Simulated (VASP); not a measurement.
Computed with PBE GGA, VASP's PBE PAW potentials (set 64) (plane waves; VASP).

A VASP calculation is set up with these files.

**INCAR**
```
! general
SYSTEM = C
PREC   = Accurate
ENCUT  = 580
LREAL  = F   ! projection in real space or not
LASPH  = T

! electronic loop
EDIFF  = 1E-6
NELM   = 100
ALGO   = Normal

! smearing
ISMEAR = 1   ! Methfessel-Paxton
SIGMA  = 0.1   ! width (eV)

! functional
GGA    = PE   ! PBE

! ions
IBRION = 2
NSW    = 60   ! most ionic steps
ISIF   = 3
EDIFFG = -0.01   ! ionic stop

! output
LWAVE  = F
LCHARG = F
```

**POSCAR**
```
C
1.0
  2.4673254069   0.0000000000   0.0000000000
 -1.2336627035   2.1367659845   0.0000000000
  0.0000000000   0.0000000000   7.8004673962
C
4
Direct
  0.0000000000   0.0000000000   0.7500000000
  0.0000000000   0.0000000000   0.2500000000
  0.6666670000   0.3333330000   0.7500000000
  0.3333330000   0.6666670000   0.2500000000
```

KPOINTS:
```
K-points
0
gamma
15 15 5
0 0 0
```

POTCAR, in this order: C (PBE.64 set). Program: vasp_std.

Output of the run:

OUTCAR:
```
 ion  position               nearest neighbor table
   1  0.000  0.000  0.750-   3 1.42   3 1.42   3 1.42
   2  0.000  0.000  0.250-   4 1.42   4 1.42   4 1.42
   3  0.667  0.333  0.750-   1 1.42   1 1.42   1 1.42
   4  0.333  0.667  0.250-   2 1.42   2 1.42   2 1.42
  LATTYP: Found a hexagonal cell.
 ALAT       =     2.4673254069
 C/A-ratio  =     3.1615073449
 Subroutine PRICEL returns:
 Original cell was already a primitive cell.
 Subroutine GETGRP returns: Found 24 space group operations
The static configuration has the point symmetry D_3d.
 The point group associated with its full space group is D_6h.
The dynamic configuration has the point symmetry D_3d.
 Subroutine INISYM returns: Found 24 space group operations
 Subroutine IBZKPT returns following result:
 Found     81 irreducible k-points:

 Following reciprocal coordinates:
            Coordinates               Weight
  0.000000  0.000000  0.000000      1.000000
  0.066667  0.000000  0.000000      6.000000
  0.133333  0.000000  0.000000      6.000000
  0.200000  0.000000  0.000000      6.000000
  0.266667  0.000000  0.000000      6.000000
  0.333333 -0.000000  0.000000      6.000000
  0.400000 -0.000000  0.000000      6.000000
  0.466667 -0.000000  0.000000      6.000000
  0.066667  0.066667  0.000000      6.000000
  0.133333  0.066667  0.000000     12.000000
  0.200000  0.066667  0.000000     12.000000
  0.266667  0.066667  0.000000     12.000000
  0.333333  0.066667  0.000000     12.000000
  0.400000  0.066667  0.000000     12.000000
  0.466667  0.066667  0.000000      6.000000
  0.133333  0.133333  0.000000      6.000000
  0.200000  0.133333  0.000000     12.000000
  0.266667  0.133333  0.000000     12.000000
  0.333333  0.133333  0.000000     12.000000
  0.400000  0.133333  0.000000     12.000000
  0.200000  0.200000  0.000000      6.000000
  0.266667  0.200000  0.000000     12.000000
  0.333333  0.200000  0.000000     12.000000
  0.400000  0.200000  0.000000      6.000000
  0.266667  0.266667  0.000000      6.000000
  0.333333  0.266667  0.000000     12.000000
  0.333333  0.333333  0.000000      2.000000
  0.000000  0.000000  0.200000      2.000000
  0.066667  0.000000  0.200000     12.000000
  0.133333  0.000000  0.200000     12.000000
  0.200000  0.000000  0.200000     12.000000
  0.266667  0.000000  0.200000     12.000000
  0.333333 -0.000000  0.200000     12.000000
  0.400000 -0.000000  0.200000     12.000000
  0.466667 -0.000000  0.200000     12.000000
  0.066667  0.066667  0.200000     12.000000
  0.133333  0.066667  0.200000     24.000000
  0.200000  0.066667  0.200000     24.000000
  0.266667  0.066667  0.200000     24.000000
  0.333333  0.066667  0.200000     24.000000
   k-points           NKPTS =     81   k-points in BZ     NKDIM =     81   number of bands    NBANDS=     12
   number of dos      NEDOS =    301   number of ions     NIONS =      4
   total plane-waves  NPLWV =  25600
   dimension x,y,z NGX =    20 NGY =   20 NGZ =   64
   dimension x,y,z NGXF=    40 NGYF=   40 NGZF=  128
   ions per type =               4
   PREC   = accura    normal or accurate (medium, high low for compatibility)
   ISTART =      0    job   : 0-new  1-cont  2-samecut
   ICHARG =      2    charge: 1-file 2-atom 10-const
   ISPIN  =      1    spin polarized calculation?
   LNONCOLLINEAR =      F non collinear calculations
   LSORBIT =      F    spin-orbit coupling
   INIWAV =      1    electr: 0-lowe 1-rand  2-diag
   ENCUT  =  580.0 eV  42.63 Ry    6.53 a.u.   4.85  4.85 15.32*2*pi/ulx,y,z
   NELM   =    100;   NELMIN=  2; NELMDL= -5     # of ELM steps
...
```

OSZICAR:
```
       N       E                     dE             d eps       ncg     rms          rms(c)
DAV:   1     0.617217695162E+02    0.61722E+02   -0.85969E+03  1952   0.132E+03
DAV:   2    -0.344538184362E+02   -0.96176E+02   -0.86592E+02  2800   0.239E+02
DAV:   3    -0.392720248289E+02   -0.48182E+01   -0.47788E+01  2400   0.557E+01
DAV:   4    -0.393454671742E+02   -0.73442E-01   -0.73308E-01  2460   0.794E+00
DAV:   5    -0.393473174996E+02   -0.18503E-02   -0.18499E-02  2420   0.123E+00    0.887E+00
DAV:   6    -0.375078322337E+02    0.18395E+01   -0.17777E+00  2304   0.923E+00    0.519E+00
DAV:   7    -0.368915905585E+02    0.61624E+00   -0.21154E+00  2280   0.101E+01    0.140E+00
DAV:   8    -0.369026907421E+02   -0.11100E-01   -0.67602E-02  2204   0.183E+00    0.127E-01
DAV:   9    -0.369025659294E+02    0.12481E-03   -0.15338E-03  2440   0.314E-01    0.733E-02
DAV:  10    -0.369029291026E+02   -0.36317E-03   -0.56172E-04  2280   0.196E-01    0.366E-02
DAV:  11    -0.369029292661E+02   -0.16349E-06   -0.68762E-06  2700   0.222E-02
   1 F= -.36902929E+02 E0= -.36902779E+02  d E =-.369029E+02
       N       E                     dE             d eps       ncg     rms          rms(c)
DAV:   1    -0.369030334324E+02   -0.10433E-03   -0.36806E-03  2116   0.524E-01    0.367E-02
DAV:   2    -0.369029746716E+02    0.58761E-04   -0.77786E-05  2392   0.691E-02    0.220E-02
DAV:   3    -0.369029458736E+02    0.28798E-04   -0.89846E-05  2412   0.651E-02    0.599E-03
DAV:   4    -0.369029458035E+02    0.70083E-07   -0.37890E-06  2348   0.148E-02
   2 F= -.36902946E+02 E0= -.36902795E+02  d E =-.165374E-04
       N       E                     dE             d eps       ncg     rms          rms(c)
DAV:   1    -0.369029566289E+02   -0.10755E-04   -0.32395E-04  2144   0.154E-01    0.106E-02
DAV:   2    -0.369029517353E+02    0.48936E-05   -0.67304E-06  2272   0.204E-02    0.638E-03
DAV:   3    -0.369029491242E+02    0.26111E-05   -0.71941E-06  2376   0.186E-02    0.172E-03
DAV:   4    -0.369029491606E+02   -0.36369E-07   -0.28432E-07  1368   0.419E-03
   3 F= -.36902949E+02 E0= -.36902798E+02  d E =-.198945E-04
       N       E                     dE             d eps       ncg     rms          rms(c)
DAV:   1    -0.369030090516E+02   -0.59927E-04   -0.12468E-03  2028   0.290E-01    0.238E-02
DAV:   2    -0.369029838720E+02    0.25180E-04   -0.32525E-05  2096   0.444E-02    0.128E-02
DAV:   3    -0.369029728732E+02    0.10999E-04   -0.34290E-05  2264   0.402E-02    0.366E-03
DAV:   4    -0.369029729114E+02   -0.38169E-07   -0.62855E-07  1604   0.676E-03
   4 F= -.36902973E+02 E0= -.36902822E+02  d E =-.237508E-04
       N       E                     dE             d eps       ncg     rms          rms(c)
DAV:   1    -0.369033655416E+02   -0.39267E-03   -0.11169E-02  2000   0.869E-01    0.711E-02
DAV:   2    -0.369031383462E+02    0.22720E-03   -0.28977E-04  2012   0.133E-01    0.384E-02
DAV:   3    -0.369030400201E+02    0.98326E-04   -0.30844E-04  2212   0.120E-01    0.109E-02
DAV:   4    -0.369030404135E+02   -0.39341E-06   -0.60265E-06  2136   0.202E-02
   5 F= -.36903040E+02 E0= -.36902889E+02  d E =-.912529E-04
```

### OUTCAR
```
------------------------ aborting loop because EDIFF is reached ----------------------------------------
  FORCE on cell =-STRESS in cart. coord.  units (eV):
  Direction    XX          YY          ZZ          XY          YZ          ZX
  --------------------------------------------------------------------------------------
  Total        0.0101450      0.0101450      0.0323423     -0.0000000      0.0000000      0.0000000
  in kB        0.3944078      0.3944076      1.2573765     -0.0000000      0.0000000      0.0000000
  external PRESSURE =       0.6820640 kB  Pullay stress =       0.0000000 kB
  volume of cell :       41.21
      direct lattice vectors                 reciprocal lattice vectors
     2.466916536  0.000000000 -0.000000000     0.405364343  0.234037267  0.000000000
    -1.233458268  2.136411892 -0.000000000    -0.000000000  0.468074534 -0.000000000
    -0.000000000  0.000000000  7.819458843     0.000000000  0.000000000  0.127886088
 POSITION                                       TOTAL-FORCE (eV/Angst)
 -----------------------------------------------------------------------------------
     -0.00000      0.00000      5.86459        -0.000000      0.000000     -0.000000
     -1.23346      2.13641      1.95486        -0.000000     -0.000000     -0.000000
      1.23346      0.71214      5.86459        -0.000000      0.000000      0.000000
     -0.00000      1.42428      1.95486         0.000000     -0.000000      0.000000
 -----------------------------------------------------------------------------------
    total drift:                                0.000000      0.000000      0.000000
  FREE ENERGIE OF THE ION-ELECTRON SYSTEM (eV)
  ---------------------------------------------------
  free  energy   TOTEN  =       -36.9030404135 eV

  energy  without entropy=      -36.9025871832  energy(sigma->0) =      -36.90288934

 reached required accuracy - stopping structural energy minimisation
```
(Selected blocks of OUTCAR.)

### CONTCAR
```
C
   1.00000000000000
     2.4669165359725334    0.0000000000000096   -0.0000000000000000
    -1.2334582680362502    2.1364118921375912   -0.0000000000000000
    -0.0000000000000000    0.0000000000000000    7.8194588425916525
  C
     4
Direct
     0.0000000000000000    0.0000000000000000    0.7500000000000000
     0.0000000000000000    1.0000000000000000    0.2500000000000000
     0.6666669999999968    0.3333330000000032    0.7500000000000000
     0.3333330000000032    0.6666669999999968    0.2500000000000000
```

Without a dispersion term in the relaxation, distances and binding between the weakly bound layers, chains or molecules are unreliable, and so is what depends on them.

The compound is C in the graphite structure. This run relaxes it. Symmetry was kept, so distortions that lower it aren't found. The start is the result of an earlier pass.
